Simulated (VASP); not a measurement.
Set up this calculation in VASP 6.6.1, as the native input.

```yaml
Task: relaxation of cell and atoms
Functional: PBE
Potentials_or_basis: VASP PAW PBE potentials, release 64 (Al, B, P)
Cutoff: 520 eV
k_mesh: 7 × 7 × 3
Occupations: gaussian, width 0.15 eV
Spin: no spin polarisation
Further_INCAR_settings: PREC = Normal; LREAL = Auto; ALGO = Fast; EDIFF = 1e-05; ISYM = 0; IBRION = 2; EDIFFG = -0.03; NSW = 110; ISIF = 3
```

The structure of AlB3P4 lies in POSCAR:

```
AlB3P4
1.0
    3.2845941000     -0.0221471700     -0.0061113700
   -0.0221471700      3.3622084900      0.0048742200
   -0.0179733300      0.0143349300      9.8879052100
Al B P
1 3 4
Direct
    0.0371204000      0.0003295300      0.9962365600
    0.5183009100      0.5025694800      0.7171053500
    0.9563965700      0.9657052300      0.5029876400
    0.4826972100      0.5141651400      0.2890723600
    0.9552356700      0.4719326300      0.6187889500
    0.5025805300      0.9701248100      0.3941742000
    0.9813678600      0.4356929800      0.1577861600
    0.5138066100      0.9749528800      0.8307331800
```

The cell was built by a generator and needn't be a form met in nature.

The input as run:

INCAR

```
PREC = Normal
ENCUT = 520
EDIFF = 1E-5
ISMEAR = 0
SIGMA = 0.15
LREAL = Auto
LASPH = T
NELM = 80
ALGO = Fast
ISIF = 3
LWAVE = F
LCHARG = F
GGA = PE
IBRION = 2
NSW = 110
EDIFFG = -0.03
ISYM = 0
KPAR = 2
```

KPOINTS

```
regular mesh
0
Gamma
  7 7 3
```

Potentials or basis: VASP PAW PBE potentials, release 64 (Al, B, P).

Launch:

```bash
$ cat potpaw_PBE.64/Al/POTCAR potpaw_PBE.64/B/POTCAR potpaw_PBE.64/P/POTCAR > POTCAR
$ mpirun -np 2 vasp_std > vasp.out
```

Results of the run:

```
Relaxed volume                         : 13.75 Å³/atom
Relaxed cell                           : a = 3.344 Å, b = 3.345 Å, c = 9.832 Å, α = 90.00°, β = 90.06°, γ = 90.02°
Space group after relaxing (to 0.05 Å) : P-4m2 (No. 115)
Energy gained by relaxing              : 195.2 meV/atom
Ionic steps                            : 19
Pressure after relaxing                : 0.0 GPa
Largest force after relaxing           : 0.029 eV/Å
Band gap on the k mesh                 : 0.49 eV, indirect (least direct gap 0.59 eV)
```

Caveat: an odd mesh through Γ misses points on the zone boundary, where band edges often lie.

It took 2.7 min on 2 MPI ranks on Intel(R) Xeon(R) 6975P-C (Granite Rapids), on a shared host, peak memory 0.21 GiB a rank.
